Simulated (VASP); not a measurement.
# Mg3Ir: vacancies and antisites compared, part 3 of 7

Wanted: a map of the native defects of Mg3Ir, all in one supercell and at one level. The start is a cell from a database of measured crystal structures.

VASP 6.6.1, plane waves and PAW; the level of theory is named at each step.

So far. Step 2 (The host at zero pressure): The run ended after 4 ionic steps, 0.030 eV below its first step, once forces and stress met EDIFFG = -0.02. Step 3 (The perfect supercell): The host is treated as a metal, as its relaxation found a gap under 0.3 eV or none, and only the neutral defect is run.

## Step 4: Reference Ir

This step: PBEsol; plane waves and PAW (Ir) (VASP 6.6.1).

System of this step: Ir. It takes space group Fm-3m (No. 225, cubic). The conventional cell has a = 3.840 Å, b = 3.840 Å, c = 3.840 Å, α = 90.00°, β = 90.00°, γ = 90.00°. Nearest to Ir lie 12 Ir at 2.72 Å.

The reference for Ir is its crystal, relaxed at the cutoff of the large cell.

The input, INCAR:

```
SYSTEM = Ir
PREC = Normal
ENCUT = 300
EDIFF = 1E-05
NELM = 120
ISMEAR = 1
SIGMA = 0.1
LREAL = Auto
ALGO = Fast
GGA = PS
NBANDS = 10
LORBIT = 11
LWAVE = .FALSE.
LCHARG = .FALSE.
KPAR = 8
IBRION = 2
NSW = 25
ISIF = 3
EDIFFG = -0.02
POTIM = 0.4
```

The input, POSCAR:

```
Ir
1.0
    0.0000000000      1.9200000000      1.9200000000
    1.9200000000      0.0000000000      1.9200000000
    1.9200000000      1.9200000000      0.0000000000
Ir
1
Direct
    0.0000000000      0.0000000000      0.0000000000
```

The input, KPOINTS:

```
Automatic mesh
0
Gamma
12 12 12
0 0 0
```

The projector-augmented-wave data sets are Ir (PBE family, release 64).

Started as:

```console
> mpirun -np 8 vasp_std
```

Log:

```text
[banner, memory and clock lines left out]
running    8 mpi-ranks, on    1 nodes
 distrk:  each k-point on    1 cores,    8 groups
 distr:  one band on    1 cores,    1 groups

 POSCAR found type information on POSCAR Ir
 POSCAR found :  1 types and       1 ions
 [... a notice as in an earlier step ...]

|                                                                             |
|               ----> ADVICE to this user running VASP <----                  |
|                                                                             |
|     You have a (more or less) 'small supercell' and for smaller cells       |
|     it is recommended to use the reciprocal-space projection scheme!        |
|     The real-space optimization is not efficient for small cells and it     |
|     is also less accurate ...                                               |
|     Therefore, set LREAL=.FALSE. in the INCAR file.                         |
|                                                                             |

 [... a notice as in an earlier step ...]

 LDA part: xc-table for (Slater+PW92), standard interpolation
 POSCAR, INCAR and KPOINTS ok, starting setup
 FFT: planning ... GRIDC
 FFT: planning ... GRID_SOFT
 FFT: planning ... GRID
 WAVECAR not read
 entering main loop
       N       E                     dE             d eps       ncg     rms          rms(c)
DAV:   1     0.228498999553E+02    0.22850E+02   -0.31080E+03  1704   0.508E+02
DAV:   2    -0.100169595594E+02   -0.32867E+02   -0.30317E+02  1496   0.145E+02
DAV:   3    -0.104743025567E+02   -0.45734E+00   -0.45688E+00  1690   0.196E+01
DAV:   4    -0.104782187781E+02   -0.39162E-02   -0.39157E-02  1594   0.178E+00
DAV:   5    -0.104782976302E+02   -0.78852E-04   -0.78851E-04  1704   0.236E-01    0.155E+01
RMM:   6    -0.994113779463E+01    0.53716E+00   -0.44645E-01  1440   0.802E+00    0.595E+00
RMM:   7    -0.984523727939E+01    0.95901E-01   -0.18743E-01  1440   0.383E+00    0.154E+00
RMM:   8    -0.984508220883E+01    0.15507E-03   -0.19208E-02  1452   0.153E+00    0.136E+00
RMM:   9    -0.984273396399E+01    0.23482E-02   -0.42932E-03  1466   0.540E-01    0.638E-01
RMM:  10    -0.984007539272E+01    0.26586E-02   -0.39963E-03  1440   0.888E-01    0.293E-01
RMM:  11    -0.984015745963E+01   -0.82067E-04   -0.24206E-04  1436   0.128E-01    0.228E-01
RMM:  12    -0.984018932322E+01   -0.31864E-04   -0.56550E-05  1245   0.553E-02    0.265E-01
RMM:  13    -0.984011684265E+01    0.72481E-04   -0.82657E-05  1438   0.104E-01    0.110E-01
RMM:  14    -0.984010027811E+01    0.16565E-04   -0.46406E-05  1410   0.652E-02    0.197E-02
RMM:  15    -0.984010036969E+01   -0.91579E-07   -0.11146E-05   891   0.241E-02
   1 F= -.98401004E+01 E0= -.98403378E+01  d E =-.984010E+01
 curvature:   0.00 expect dE= 0.000E+00 dE for cont linesearch  0.000E+00
 trial: gam= 0.00000 g(F)=  0.916E-67 g(S)=  0.105E-01 ort = 0.000E+00 (trialstep = 0.100E+01)
 search vector abs. value=  0.105E-01
 bond charge predicted
       N       E                     dE             d eps       ncg     rms          rms(c)
DAV:   1    -0.988909273359E+01   -0.48992E-01   -0.19818E+00  1560   0.196E+01    0.271E+00
RMM:   2    -0.983453920123E+01    0.54554E-01   -0.49851E-02  1440   0.285E+00    0.733E-01
RMM:   3    -0.982811682093E+01    0.64224E-02   -0.14837E-02  1440   0.116E+00    0.209E-01
RMM:   4    -0.982829916174E+01   -0.18234E-03   -0.17910E-03  1449   0.467E-01    0.129E-01
RMM:   5    -0.982838977648E+01   -0.90615E-04   -0.41680E-04  1461   0.177E-01    0.670E-02
RMM:   6    -0.982838152217E+01    0.82543E-05   -0.15733E-04  1432   0.166E-01    0.229E-03
RMM:   7    -0.982838496522E+01   -0.34431E-05   -0.26708E-05  1150   0.404E-02
   2 F= -.98283850E+01 E0= -.98285407E+01  d E =0.117154E-01
[...]
3 F= -.98413134E+01 E0= -.98415368E+01  d E =-.121307E-02
[...]
4 F= -.98413015E+01 E0= -.98415247E+01  d E =-.120114E-02
[...]
5 F= -.98413100E+01 E0= -.98415306E+01  d E =-.120967E-02
 curvature:  -0.04 expect dE=-0.273E-05 dE for cont linesearch -0.273E-05
 ZBRENT: interpolating
 opt :   0.2301  next Energy=    -9.841312 (dE=-0.121E-02)
 bond charge predicted
       N       E                     dE             d eps       ncg     rms          rms(c)
DAV:   1    -0.984131282805E+01    0.27368E-05   -0.27986E-05  1326   0.780E-02    0.122E-02
RMM:   2    -0.984131166301E+01    0.11650E-05   -0.11677E-06   709   0.132E-02
   6 F= -.98413117E+01 E0= -.98415325E+01  d E =-.121129E-02
 curvature:  -0.03 expect dE=-0.549E-06 dE for cont linesearch -0.549E-06
 trial: gam=-0.04130 g(F)=  0.142E-70 g(S)=  0.196E-04 ort = 0.454E-03 (trialstep = 0.846E+00)
 search vector abs. value=  0.366E-07
 reached required accuracy - stopping structural energy minimisation
```

Elapsed: 5 s, on 8 MPI ranks of AMD EPYC 7R43, shared host; peak memory 0.63 GiB; 33 s of CPU time.

OUTCAR, selected parts (step 4):

```text
  LATTYP: Found a face centered cubic cell.
 ALAT       =     3.8400000000

 Subroutine GETGRP returns: Found 48 space group operations
 (whereof 48 operations were pure point group operations)

The static configuration has the point symmetry O_h .

 Found     72 irreducible k-points:

   k-points           NKPTS =     72   k-points in BZ     NKDIM =     72   number of bands    NBANDS=     10

   dimension x,y,z NGX =    12 NGY =   12 NGZ =   12
   dimension x,y,z NGXF=    24 NGYF=   24 NGZF=   24

   ENCUT  =  300.0 eV  22.05 Ry    4.70 a.u.   3.83  3.83  3.83*2*pi/ulx,y,z

   NELECT =       9.0000    total number of electrons

 E-fermi :  10.4371

 k-point     1 :       0.0000    0.0000    0.0000
  band No.  band energies     occupation
    ...
      2       6.4255      2.00000
      3       6.4255      2.00000
      4       6.4255      2.00000
      5       9.1786      2.00000
      6       9.1786      2.00000
      7      24.6823      0.00000
      8      30.2951      0.00000
      9      30.2951      0.00000
     10      30.2951      0.00000

 k-point     2 :       0.0833    0.0000    0.0000
  band No.  band energies     occupation
    ...
      2       6.2639      2.00000
      3       6.5573      2.00000
      4       6.5573      2.00000
      5       9.0961      2.00000
      6       9.0961      2.00000
      7      25.2129      0.00000
      8      28.8394      0.00000
      9      30.8063      0.00000
     10      30.8063      0.00000

  Total       -0.0130063     -0.0130063     -0.0130063     -0.0000000     -0.0000000      0.0000000
  in kB       -1.4839581     -1.4839581     -1.4839581     -0.0000000     -0.0000000      0.0000000
  external PRESSURE =      -1.4839581 kB  Pullay stress =       0.0000000 kB

  energy-cutoff  :      300.00
  volume of cell :       14.04
      direct lattice vectors                 reciprocal lattice vectors
     0.000000000  1.914862254  1.914862254    -0.261115388  0.261115388  0.261115388
     1.914862254 -0.000000000  1.914862254     0.261115388 -0.261115388  0.261115388
     1.914862254  1.914862254  0.000000000     0.261115388  0.261115388 -0.261115388

 POSITION                                       TOTAL-FORCE (eV/Angst)
 -----------------------------------------------------------------------------------
      0.00000      0.00000      0.00000         0.000000      0.000000     -0.000000
 -----------------------------------------------------------------------------------
    total drift:                               -0.000000     -0.000000     -0.000000

  FREE ENERGIE OF THE ION-ELECTRON SYSTEM (eV)
  ---------------------------------------------------
  free  energy   TOTEN  =        -9.8413116630 eV

  energy  without entropy=       -9.8419742327  energy(sigma->0) =       -9.84153252

 total charge
# of ion       s       p       d       tot
------------------------------------------
    1        0.676   0.752   6.976   8.404

[... 1 part as in an earlier step ...]

[... 7 further parts left out ...]
```

CONTCAR:

```
Ir
   1.00000000000000
     0.0000000000000000    1.9148622540630782    1.9148622540630782
     1.9148622540630782   -0.0000000000000000    1.9148622540630782
     1.9148622540630782    1.9148622540630782    0.0000000000000000
  Ir
     1
Direct
     0.0000000000000000    0.0000000000000000    0.0000000000000000
```

This run has no spin polarisation. Its electron count is odd, so without a moment it is a metal by construction. The run keeps the 48 symmetry operations of its start, so it cannot find a distortion of lower symmetry.

Relaxation path:

| step | energy less that of the first step (eV) | largest force (eV/Å) | pressure (GPa) | volume (Å³) |
| --- | --- | --- | --- | --- |
| 1 | 0.0000 | 0.0000 | -3.41 | 14.16 |
| 2 | 0.0117 | 0.0000 | 11.33 | 13.67 |
| 3 | -0.0012 | 0.0000 | 0.32 | 14.04 |
| 4 | -0.0012 | 0.0000 | -0.35 | 14.05 |
| 5 | -0.0012 | 0.0000 | -0.27 | 14.04 |
| 6 | -0.0012 | 0.0000 | -0.15 | 14.04 |

| conventional cell, symmetrised | before | after | change |
| --- | --- | --- | --- |
| a (Å) | 3.840 | 3.830 | -0.3 % |
| b (Å) | 3.840 | 3.830 | -0.3 % |
| c (Å) | 3.840 | 3.830 | -0.3 % |
| volume (Å³/atom) | 14.16 | 14.04 | -0.8 % |

The relaxed structure:

```xyz
1
Lattice="0.0000 1.9149 1.9149 1.9149 0.0000 1.9149 1.9149 1.9149 0.0000" Properties=species:S:1:pos:R:3 pbc="T T T"
Ir    0.0000    0.0000    0.0000
```

Numbers from this step:

* electronic cycles: 35
* electrons: 9
* free energy (TOTEN): -9.841 eV
* energy at zero smearing: -9.842 eV
* Fermi energy: 10.44 eV

The run ended after 6 ionic steps, 0.001 eV below its first step, once forces and stress met EDIFFG = -0.02.

Energy at zero smearing: -9.84153 eV.

## Step 5: Reference Mg

This step: PBEsol; plane waves and PAW (Mg) (VASP 6.6.1).

System of this step: Mg. The structure is hexagonal, space group P6_3/mmc (No. 194). The conventional cell has a = 3.210 Å, b = 3.210 Å, c = 5.213 Å, α = 90.00°, β = 90.00°, γ = 120.00°. Mg has 12 Mg at 3.20 to 3.21 Å nearest.

The reference for Mg is its crystal, relaxed at the cutoff of the large cell.

Edit INCAR of step 4 so:

```diff
@@ -1,2 +1,2 @@
-SYSTEM = Ir
+SYSTEM = Mg
 PREC = Normal
@@ -10,3 +10,3 @@
 GGA = PS
-NBANDS = 10
+NBANDS = 8
 LORBIT = 11
```

The input, POSCAR:

```
Mg
1.0
    3.2100000000      0.0000000000      0.0000000000
   -1.6050000000      2.7799415461      0.0000000000
    0.0000000000      0.0000000000      5.2130400000
Mg
2
Direct
    0.0000000000      0.0000000000      0.0000000000
    0.3333333333      0.6666666667      0.5000000000
```

The input, KPOINTS:

```
Automatic mesh
0
Gamma
10 10 5
0 0 0
```

Potentials, in the order of the species: Mg (PBE family, release 64).

Started as:

```console
> mpirun -np 8 vasp_std
```

Log:

```text
[banner, memory and clock lines left out]
running    8 mpi-ranks, on    1 nodes
 distrk:  each k-point on    1 cores,    8 groups
 distr:  one band on    1 cores,    1 groups

 POSCAR found type information on POSCAR Mg
 POSCAR found :  1 types and       2 ions
 [... a notice as in an earlier step ...]

 [... a notice as in an earlier step ...]

 [... a notice as in an earlier step ...]

 LDA part: xc-table for (Slater+PW92), standard interpolation
 POSCAR, INCAR and KPOINTS ok, starting setup
 FFT: planning ... GRIDC
 FFT: planning ... GRID_SOFT
 FFT: planning ... GRID
 WAVECAR not read
 entering main loop
       N       E                     dE             d eps       ncg     rms          rms(c)
DAV:   1    -0.180820213339E+01   -0.18082E+01   -0.10849E+03   688   0.218E+02
DAV:   2    -0.344135665966E+01   -0.16332E+01   -0.15658E+01   912   0.175E+01
DAV:   3    -0.344923615793E+01   -0.78795E-02   -0.78759E-02   856   0.161E+00
DAV:   4    -0.344925490631E+01   -0.18748E-04   -0.18748E-04  1024   0.694E-02
DAV:   5    -0.344925498706E+01   -0.80754E-07   -0.80692E-07   896   0.314E-03    0.964E-01
RMM:   6    -0.343887543181E+01    0.10380E-01   -0.52547E-04   672   0.159E-01    0.614E-01
RMM:   7    -0.342926009579E+01    0.96153E-02   -0.23639E-03   672   0.318E-01    0.319E-02
RMM:   8    -0.342927405105E+01   -0.13955E-04   -0.90169E-05   672   0.685E-02    0.642E-03
RMM:   9    -0.342927408572E+01   -0.34671E-07   -0.63755E-06   531   0.182E-02
   1 F= -.34292741E+01 E0= -.34285052E+01  d E =-.342927E+01
 curvature:   0.00 expect dE= 0.000E+00 dE for cont linesearch  0.000E+00
 trial: gam= 0.00000 g(F)=  0.368E-44 g(S)=  0.792E-02 ort = 0.000E+00 (trialstep = 0.100E+01)
 search vector abs. value=  0.792E-02
 bond charge predicted
       N       E                     dE             d eps       ncg     rms          rms(c)
DAV:   1    -0.343553031138E+01   -0.62563E-02   -0.16445E-02   888   0.594E-01    0.515E-02
RMM:   2    -0.343548325811E+01    0.47053E-04   -0.75612E-05   633   0.548E-02    0.320E-02
RMM:   3    -0.343544926964E+01    0.33988E-04   -0.99666E-06   523   0.170E-02    0.185E-03
RMM:   4    -0.343544911326E+01    0.15638E-06   -0.54614E-07   373   0.504E-03
   2 F= -.34354491E+01 E0= -.34347421E+01  d E =-.617503E-02
[...]
3 F= -.34378704E+01 E0= -.34375316E+01  d E =-.859635E-02
[...]
4 F= -.34403018E+01 E0= -.34404008E+01  d E =-.243137E-02
[...]
5 F= -.34403020E+01 E0= -.34404006E+01  d E =-.243155E-02
 curvature:  -0.81 expect dE=-0.140E-02 dE for cont linesearch -0.164E-08
 trial: gam= 0.03510 g(F)=  0.106E-45 g(S)=  0.172E-02 ort =-0.318E-05 (trialstep = 0.124E+01)
 search vector abs. value=  0.173E-02
 bond charge predicted
       N       E                     dE             d eps       ncg     rms          rms(c)
DAV:   1    -0.344160950732E+01   -0.13075E-02   -0.54718E-03   864   0.348E-01    0.233E-02
RMM:   2    -0.344159755758E+01    0.11950E-04   -0.21103E-05   536   0.288E-02    0.147E-02
RMM:   3    -0.344158637558E+01    0.11182E-04   -0.17910E-06   372   0.803E-03    0.757E-04
RMM:   4    -0.344158640084E+01   -0.25265E-07   -0.83950E-08   250   0.258E-03
   6 F= -.34415864E+01 E0= -.34416524E+01  d E =-.128441E-02
 trial-energy change:   -0.001284  1 .order   -0.001296   -0.002145   -0.000448
 step:   1.5729(harm=  1.5729)  dis= 0.00000  next Energy=    -3.441657 (dE=-0.136E-02)
 reached required accuracy - stopping structural energy minimisation
```

Wall time 4.8 s (8 MPI ranks); peak memory 0.65 GiB; 31 s of CPU time.

Parts of OUTCAR (step 5):

```text
   k-points           NKPTS =     42   k-points in BZ     NKDIM =     42   number of bands    NBANDS=      8

   ENCUT  =  300.0 eV  22.05 Ry    4.70 a.u.   4.53  4.53  7.36*2*pi/ulx,y,z

   NELECT =       4.0000    total number of electrons

 E-fermi :   2.7506

 k-point     1 :       0.0000    0.0000    0.0000
  band No.  band energies     occupation
      1      -4.3165      2.00000
      2       0.8308      2.00000
      3       1.1890      2.00000
      4      14.0997      0.00000
      5      14.0997      0.00000
      6      14.3375      0.00000
      7      14.3375      0.00000
      8      14.3985      0.00000

  Total        0.0381080      0.0381080      0.0354625      0.0000000     -0.0000000     -0.0000000
  in kB        1.3601530      1.3601530      1.2657311      0.0000000     -0.0000000     -0.0000000
  external PRESSURE =       1.3286790 kB  Pullay stress =       0.0000000 kB

 POSITION                                       TOTAL-FORCE (eV/Angst)
 -----------------------------------------------------------------------------------
     -1.56994      2.71921      0.00000        -0.000000     -0.000000      0.000000
     -0.00000      1.81281      2.62878         0.000000      0.000000     -0.000000
 -----------------------------------------------------------------------------------
    total drift:                               -0.000011      0.000006      0.000000

  FREE ENERGIE OF THE ION-ELECTRON SYSTEM (eV)
  ---------------------------------------------------
  free  energy   TOTEN  =        -3.4415864008 eV

  energy  without entropy=       -3.4417843197  energy(sigma->0) =       -3.44165237

[... 2 parts as in an earlier step ...]

[... 14 further parts left out ...]
```

Relaxation path:

| step | energy less that of the first step (eV) | largest force (eV/Å) | pressure (GPa) | volume (Å³) |
| --- | --- | --- | --- | --- |
| 1 | 0.0000 | 0.0000 | -1.16 | 46.52 |
| 2 | -0.0062 | 0.0000 | -0.49 | 45.61 |
| 3 | -0.0086 | 0.0000 | 0.45 | 44.52 |
| 4 | -0.0110 | 0.0000 | 0.61 | 44.35 |
| 5 | -0.0110 | 0.0000 | 0.61 | 44.35 |
| 6 | -0.0123 | 0.0000 | 0.13 | 44.89 |

| conventional cell, symmetrised | before | after | change |
| --- | --- | --- | --- |
| a (Å) | 3.210 | 3.140 | -2.2 % |
| b (Å) | 3.210 | 3.140 | -2.2 % |
| c (Å) | 5.213 | 5.258 | +0.9 % |
| volume (Å³/atom) | 23.26 | 22.44 | -3.5 % |

The relaxed structure:

```cif
data_structure
_symmetry_space_group_name_H-M 'P 1'
_symmetry_Int_Tables_number 1
_cell_length_a 3.1399
_cell_length_b 3.1399
_cell_length_c 5.2576
_cell_angle_alpha 90.000
_cell_angle_beta 90.000
_cell_angle_gamma 120.000
_cell_volume 44.89
loop_
_atom_site_label
_atom_site_type_symbol
_atom_site_fract_x
_atom_site_fract_y
_atom_site_fract_z
_atom_site_occupancy
Mg1 Mg 0.00000 0.00000 0.00000 1
Mg2 Mg 0.33333 0.66667 0.50000 1
```

This step gave:

```yaml
electronic_cycles: 27
electrons: 4
free_energy_toten: -3.442 eV
energy_at_zero_smearing: -3.442 eV
fermi_energy: 2.751 eV
```

The run ended after 6 ionic steps, 0.012 eV below its first step, once forces and stress met EDIFFG = -0.02.

The edges of the cell as typed change unequally, by -2.2 to +0.9 %. In a metal that hangs on the k mesh, which was not refined here; the energy is less touched by it than the shape.

Energy at zero smearing: -3.44165 eV.

[end of part 3 of 7]

[Lines on the potential files, build, host, timing and source positions are cut from VASP's logs without a mark.]

[Logs are printed without paths, hosts, clocks, repeated set-up lines and the standing remarks that a program may print on its own settings, such as how far it seeks lower states.]

[Hosts, paths, dates, database ids (printed as entryN), source tags and the programs' standing remarks are cut or masked in the printed files.]

[In band tables of VASP the shares of atoms and orbitals are scaled to a sum of 1 inside the atoms' spheres.]

[Runs that stopped without an error message from VASP are left out.]
